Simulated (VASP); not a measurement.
Data:

```
In2Se3
1.0
    3.91859     0.00192    -0.00409
    1.95937     3.39234    -0.00724
    0.00607     0.01319     9.18286
In Se
2 3
Direct
  0.33340   0.33473   0.80116
  0.66660   0.66527   0.19884
  0.00000   0.00000   0.00000
  0.33347   0.33223   0.34405
  0.66653   0.66777   0.65595
```

Level of theory: LDA (Ceperley-Alder, Perdew-Zunger), VASP's LDA PAW potentials (set 64) (plane waves; VASP). Run with 400 eV cut-off, 10×10×4 Γ-centred mesh, tetrahedra with Blöchl corrections, potentials In_d Se.

Unless said otherwise, spin-orbit coupling is left out, though it shifts the bands of the heavy elements here.

Q: Estimate the energy per atom (σ→0), band gap (on the k-mesh) with the smallest direct gap where there is one.

A: 
```yaml
band gap (on the k-mesh): none (metal, semimetal or under 0.01 eV)
energy per atom (σ→0): -4.253 eV/atom
```

Only differences to runs with the same potentials and settings are physical.

The structure comes from a computed database's In2Se3 entry; how it stands against other phases isn't given here. It was relaxed first, which changed the volume by -10 %.
